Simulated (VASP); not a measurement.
```xyz
8
Lattice="5.6681 0.0000 0.0000 0.0000 3.2147 0.0000 0.0000 0.0000 6.4687" Properties=species:S:1:pos:R:3 pbc="T T T"
Rh     5.6402     2.4110     1.3036
Rh     0.0279     0.8037     5.1651
Rh     2.8620     0.8037     4.5380
Rh     2.8061     2.4110     1.9307
Ge     4.5839     2.4110     3.6267
Ge     1.0842     0.8037     2.8421
Ge     3.9183     0.8037     0.3923
Ge     1.7498     2.4110     6.0764
```

Level of theory: PBEsol GGA, VASP's PBE PAW potentials (set 64) (plane waves; VASP). Numerical set-up: 400 eV cut-off, Gaussian smearing of 0.050 eV, potentials Rh_pv Ge_d.

Question: Give the energies of bands 51 to 64 at the high-symmetry points, in eV from the Fermi level.

Answer: 
```tsv
band	Γ	X	S	Y	Z	U	R	T
51	-2.16	-2.30	-2.35	-1.74	-1.77	-2.03	-2.04	-1.83
52	-2.10	-2.30	-2.35	-1.74	-1.77	-2.03	-2.04	-1.83
53	-1.68	-1.78	-0.51	-1.39	-1.63	-1.82	-1.39	-1.44
54	-1.49	-1.78	-0.51	-1.39	-1.63	-1.82	-1.39	-1.44
55	-1.26	-1.23	-0.51	-0.75	-1.25	-1.33	-1.39	-1.17
56	-1.09	-1.23	-0.51	-0.75	-1.25	-1.33	-1.39	-1.17
57	-1.02	-1.11	-0.11	-0.17	-1.11	-0.55	-0.15	-0.46
58	-0.43	-1.11	-0.11	-0.17	-1.11	-0.55	-0.15	-0.46
59	0.29	1.73	-0.11	0.10	1.05	1.80	-0.15	0.03
60	1.72	1.73	-0.11	0.10	1.05	1.80	-0.15	0.03
61	2.19	3.80	1.93	0.94	3.63	3.34	3.47	1.52
62	2.38	3.80	1.93	0.94	3.63	3.34	3.47	1.52
63	4.88	4.08	1.93	3.03	3.69	4.02	3.47	2.91
64	5.06	4.08	1.93	3.03	3.69	4.02	3.47	2.91
```

It has no gap at this level: it comes out as a metal or semimetal.

The structure comes from a measured GeRh entry (Pnma) of the Crystallography Open Database, whose conditions weren't checked. It was relaxed first.
